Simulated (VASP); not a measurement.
The system is Sb2Te3O2.

```
Sb Te O
1.0
     4.10000    0.00000    0.00000
    -2.05000    3.55070    0.00000
     0.00000    0.00000   12.00000
Sb Te O
2 3 2
Cartesian
  0.0000 2.3671 0.0000
  2.0500 1.1836 3.0000
  0.0000 0.0000 5.1000
  0.0000 0.0000 9.9000
  0.0000 2.3671 7.5000
  0.0000 2.3671 2.4000
  2.0500 1.1836 0.6000
```

The cell was built by a generator and needn't be a form met in nature.

| Item | Value |
| --- | --- |
| Program | VASP 6.6.1 |
| Task | relaxation of cell and atoms |
| Functional | PBE |
| Potentials or basis | VASP PAW PBE potentials, release 64 (Sb, Te, O) |
| Cutoff | 520 eV |
| k mesh | 4 × 4 × 2 |
| Occupations | gaussian, width 0.15 eV |
| Spin | no spin polarisation |

At the start: pressure -4.5 GPa; volume 24.96 Å³/atom.

Question: How do energy, volume and symmetry change on relaxing?

Answer: Over 11 steps the energy falls by 75.3 meV/atom and the volume is 23.45 Å³/atom (-6.1 %); space group P3m1 (No. 156, to 0.05 Å).

Step by step:
| step | energy change (eV) | largest force (eV/Å) | pressure (GPa) | volume (Å³) |
| --- | --- | --- | --- | --- |
| 1 | 0.0000 | 1.0662 | -4.55 | 174.69 |
| 2 | -0.3018 | 0.7619 | 2.74 | 157.39 |
| 3 | -0.3151 | 0.7704 | 1.10 | 160.16 |
| 4 | -0.4199 | 0.5687 | 1.05 | 161.08 |
| 5 | -0.4777 | 0.4805 | 1.36 | 162.30 |
| 6 | -0.4982 | 0.2190 | -1.57 | 168.40 |
| 7 | -0.5073 | 0.2570 | -0.62 | 166.18 |
| 8 | -0.5202 | 0.1615 | -0.47 | 165.30 |
| 9 | -0.5245 | 0.1910 | -0.02 | 164.24 |
| 10 | -0.5247 | 0.1627 | -0.04 | 164.42 |
| 11 | -0.5268 | 0.0593 | 0.05 | 164.12 |

Final structure:
```
CELL_PARAMETERS angstrom
4.01374 0.00000 0.00000
-2.00687 3.47600 0.00000
0.00000 0.00000 11.76322
ATOMIC_POSITIONS crystal
Sb 0.33333 0.66667 0.00785
Sb 0.66667 0.33333 0.24571
Te 0.00000 0.00000 0.43973
Te 0.00000 0.00000 0.80774
Te 0.33333 0.66667 0.62635
O 0.33333 0.66667 0.18810
O 0.66667 0.33333 0.05952
```

Caveat: the k mesh is coarse (spacing up to 0.44 Å⁻¹), so the values aren't converged.
